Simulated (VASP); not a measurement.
Method: PBEsol GGA, VASP's PBE PAW potentials (set 64) (plane waves; VASP).

Input for VASP

File KPOINTS:
```
kpoints
0
Gamma
  3 3 3
```

POSCAR:
```
Mg3ZnTe4
1
    6.3501551824     0.0000000000     0.0000000000
   -0.0000000000     6.3501551824     0.0000000000
   -0.0000000000     0.0000000000     6.3501551824
Zn Te Mg
1 4 3
Direct
  0.0000000000   0.0000000000   0.0000000000
  0.2411352062   0.2411352062   0.2411352062
  0.7588647938   0.7588647938   0.2411352062
  0.7588647938   0.2411352062   0.7588647938
  0.2411352062   0.7588647938   0.7588647938
  0.5000000000   0.5000000000   0.0000000000
  0.5000000000   0.0000000000   0.5000000000
  0.0000000000   0.5000000000   0.5000000000
```

### INCAR
```
! general
SYSTEM  = Mg3ZnTe4
PREC    = Accurate
ENCUT   = 400
LREAL   = .FALSE.   ! projection in real space or not
LASPH   = .TRUE.

! electronic loop
EDIFF   = 1E-6   ! SCF stop (eV)
NELM    = 100
ALGO    = Normal
LMAXMIX = 4

! smearing
ISMEAR  = 0   ! Gaussian
SIGMA   = 0.05   ! width (eV)

! functional
GGA     = PS   ! PBEsol

! ions
IBRION  = 2   ! conjugate gradients
NSW     = 60   ! most ionic steps
ISIF    = 3
EDIFFG  = -0.02

! output
LWAVE   = .FALSE.
LCHARG  = .FALSE.
```

POTCAR, in this order: Zn Te Mg (PBE.64 set). Program: vasp_std.

What VASP printed:

File OSZICAR:
```
       N       E                     dE             d eps       ncg     rms          rms(c)
DAV:   1     0.178058643912E+03    0.17806E+03   -0.13743E+04   208   0.109E+03
DAV:   2    -0.129256129384E+02   -0.19098E+03   -0.18819E+03   266   0.215E+02
DAV:   3    -0.270018369211E+02   -0.14076E+02   -0.14050E+02   230   0.635E+01
DAV:   4    -0.273334478991E+02   -0.33161E+00   -0.33147E+00   280   0.106E+01
DAV:   5    -0.273443630260E+02   -0.10915E-01   -0.10915E-01   292   0.164E+00    0.646E+00
DAV:   6    -0.265703010632E+02    0.77406E+00   -0.19111E+00   260   0.230E+01    0.475E+00
DAV:   7    -0.264685161006E+02    0.10178E+00   -0.91156E-01   218   0.531E+00    0.217E+00
DAV:   8    -0.264711399356E+02   -0.26238E-02   -0.17631E-02   264   0.787E-01    0.962E-01
DAV:   9    -0.264712740709E+02   -0.13414E-03   -0.70906E-03   216   0.445E-01    0.173E-01
DAV:  10    -0.264714091134E+02   -0.13504E-03   -0.40425E-04   244   0.224E-01    0.806E-02
DAV:  11    -0.264715581154E+02   -0.14900E-03   -0.20140E-04   226   0.122E-01    0.232E-02
DAV:  12    -0.264715592485E+02   -0.11331E-05   -0.94766E-06   280   0.430E-02    0.126E-02
DAV:  13    -0.264715615974E+02   -0.23489E-05   -0.60898E-06   186   0.149E-02    0.466E-03
DAV:  14    -0.264715618502E+02   -0.25275E-06   -0.36218E-07   146   0.578E-03
   1 F= -.26471562E+02 E0= -.26471562E+02  d E =-.264716E+02
```

### OUTCAR
```
------------------------ aborting loop because EDIFF is reached ----------------------------------------
  FORCE on cell =-STRESS in cart. coord.  units (eV):
  Direction    XX          YY          ZZ          XY          YZ          ZX
  --------------------------------------------------------------------------------------
  Total       -0.0476532     -0.0476532     -0.0476532      0.0000000      0.0000000     -0.0000000
  in kB       -0.2981602     -0.2981602     -0.2981602      0.0000000      0.0000000     -0.0000000
  external PRESSURE =      -0.2981602 kB  Pullay stress =       0.0000000 kB
  volume of cell :      256.07
      direct lattice vectors                 reciprocal lattice vectors
     6.350155182  0.000000000  0.000000000     0.157476467  0.000000000  0.000000000
     0.000000000  6.350155182  0.000000000     0.000000000  0.157476467  0.000000000
     0.000000000  0.000000000  6.350155182     0.000000000  0.000000000  0.157476467
 POSITION                                       TOTAL-FORCE (eV/Angst)
 -----------------------------------------------------------------------------------
      0.00000      0.00000      0.00000         0.000000     -0.000000      0.000000
      1.53125      1.53125      1.53125         0.008723      0.008723      0.008723
      4.81891      4.81891      1.53125        -0.008723     -0.008723      0.008723
      4.81891      1.53125      4.81891        -0.008723      0.008723     -0.008723
      1.53125      4.81891      4.81891         0.008723     -0.008723     -0.008723
      3.17508      3.17508      0.00000         0.000000     -0.000000      0.000000
      3.17508      0.00000      3.17508         0.000000     -0.000000      0.000000
      0.00000      3.17508      3.17508         0.000000     -0.000000      0.000000
 -----------------------------------------------------------------------------------
    total drift:                               -0.000000     -0.000000     -0.000000
  FREE ENERGIE OF THE ION-ELECTRON SYSTEM (eV)
  ---------------------------------------------------
  free  energy   TOTEN  =       -26.4715618502 eV

  energy  without entropy=      -26.4715618502  energy(sigma->0) =      -26.47156185

 reached required accuracy - stopping structural energy minimisation
```
(Selected blocks of OUTCAR.)

**OUTCAR**
```
 val. band max:        2.1784570423   @ k =   0.0000   0.0000   0.0000

 cond. band min:       4.0134433826   @ k =   0.0000   0.0000   0.0000


 Fermi energy:         2.4183609516

 k-point     1 :       0.0000    0.0000    0.0000
  band No.  band energies     occupation
      1      -8.4798      2.00000
      2      -7.5611      2.00000
      3      -7.5611      2.00000
      4      -7.5611      2.00000
      5      -4.0255      2.00000
      6      -4.0255      2.00000
      7      -4.0255      2.00000
      8      -4.0219      2.00000
      9      -4.0219      2.00000
     10      -2.1053      2.00000
     11      -1.0678      2.00000
     12      -1.0678      2.00000
     13       0.6384      2.00000
     14       0.6384      2.00000
     15       0.6384      2.00000
     16       0.7984      2.00000
     17       0.7984      2.00000
     18       0.7984      2.00000
     19       2.1785      2.00000
     20       2.1785      2.00000
     21       2.1785      2.00000
     22       4.0134      0.00000
     23       4.7580      0.00000
     24       4.7580      0.00000
     25       4.7580      0.00000
     26       5.1153      0.00000

 k-point     2 :       0.3333    0.0000    0.0000
  band No.  band energies     occupation
      1      -8.2916      2.00000
      2      -7.8159      2.00000
      3      -7.5563      2.00000
      4      -7.5563      2.00000
      5      -4.0663      2.00000
      6      -4.0210      2.00000
      7      -4.0210      2.00000
      8      -4.0186      2.00000
      9      -4.0132      2.00000
     10      -1.8177      2.00000
     11      -0.8212      2.00000
     12      -0.5591      2.00000
     13       0.1409      2.00000
     14       0.2649      2.00000
     15       0.4311      2.00000
     16       0.4311      2.00000
     17       0.8520      2.00000
     18       1.0217      2.00000
     19       1.0217      2.00000
     20       1.7494      2.00000
     21       1.7494      2.00000
     22       5.1116      0.00000
...
```

Unless said otherwise, spin-orbit coupling is left out, though it shifts the bands of the heavy elements here.

The structure was generated: Mg3ZnTe4 was put into an ordered model structure (P-43m), which need not be its known phase. It was relaxed first. The start is the result of an earlier pass.
